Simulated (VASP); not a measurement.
Data:

```xyz
5
Lattice="4.9097 0.0000 0.0000 0.0000 4.9097 0.0000 0.0000 0.0000 4.9097" Properties=species:S:1:pos:R:3 pbc="T T T"
Y      0.0000     2.4549     2.4549
Y      2.4549     0.0000     2.4549
Y      2.4549     2.4549     0.0000
Tl     0.0000     0.0000     0.0000
C      2.4549     2.4549     2.4549
```

Computed with LDA (Ceperley-Alder, Perdew-Zunger), VASP's LDA PAW potentials (set 64) (plane waves; VASP 6.6.1). Settings: 400 eV cut-off, 6×6×6 Γ-centred mesh, Fermi-Dirac smearing of 0.14 eV, potentials Y_sv Tl_d C.

At this cut-off the stress carries a Pulay error, which pulls relaxed volumes low. Unless said otherwise, spin-orbit coupling is left out, though it shifts the bands of the heavy elements here.

### Question
What does the run give for the energy per atom (σ→0), pressure, band gap (on the k-mesh) with the smallest direct gap where there is one?

### Answer

```json
{
 "band gap (on the k-mesh)": "none (metal, semimetal or under 0.01 eV)",
 "energy per atom (σ→0)": "-7.338 eV/atom",
 "pressure": "-47.7 kbar"
}
```

Only differences to runs with the same potentials and settings are physical.

The structure comes from a computed database's Y3TlC entry (Pm-3m); how it stands against other phases isn't given here. The cell was not relaxed at this level.
